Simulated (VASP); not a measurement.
The input files of a VASP run:

**INCAR**
```
SYSTEM = BaS
PREC = Accurate; ENCUT = 400; LREAL = F
LASPH = T
EDIFF = 1E-6; NELM = 100; ALGO = Normal
LMAXMIX = 4
ISMEAR = 0; SIGMA = 0.05
IBRION = 2; NSW = 60; ISIF = 3
EDIFFG = -0.01
LWAVE = F; LCHARG = F
```

POSCAR:
```
BaS
1
    0.0000000000     3.1513024990     3.1513024990
    3.1513024990     0.0000000000     3.1513024990
    3.1513024990     3.1513024990     0.0000000000
Ba S
1 1
Direct
  0.0000000000   0.0000000000   0.0000000000
  0.5000000000   0.5000000000   0.5000000000
```

### KPOINTS
```
K-points
0
G
 7 7 7
0 0 0
```

POTCAR, in this order: Ba_sv S (LDA.64 set). Program: vasp_std.

Question: Write an equivalent input for Ansatz.

Answer: One equivalent input (not run):
Ansatz 0.2 input:
```yaml
crystal:
  lattice:
    - [0.0000000, 3.1513025, 3.1513025]
    - [3.1513025, 0.0000000, 3.1513025]
    - [3.1513025, 3.1513025, 0.0000000]
  atoms:
    - { symbol: Ba, position: [0.0000000, 0.0000000, 0.0000000] }
    - { symbol: S, position: [0.5000000, 0.5000000, 0.5000000] }
kpoints:
  mp_grid: { grid: [7, 7, 7] }
hamiltonian:
  xc: lda
  pseudopotentials: { kind: paw }
scf:
  occupations: { method: gaussian, width: 0.05 }
  max_iter: 100
relax:
  max_steps: 60
  f_tol: 0.01
  cell: {}
output: { forces: true, stress: true, eigenvalues: true }
```
The two are equivalent in intent, not identical: each code has its own PAW files, so the cut-off isn't converted (ENCUT is set for VASP's; basis.ecutwfc is left out, and Ansatz then takes the one that its files recommend); Ansatz stops its SCF on the density residual and VASP on the energy change (EDIFF); Ansatz's lda is the Perdew-Wang form, while the LDA potentials of VASP carry Perdew-Zunger's.

The compound is BaS in the rock salt structure. It was relaxed first. The start is the result of an earlier pass.
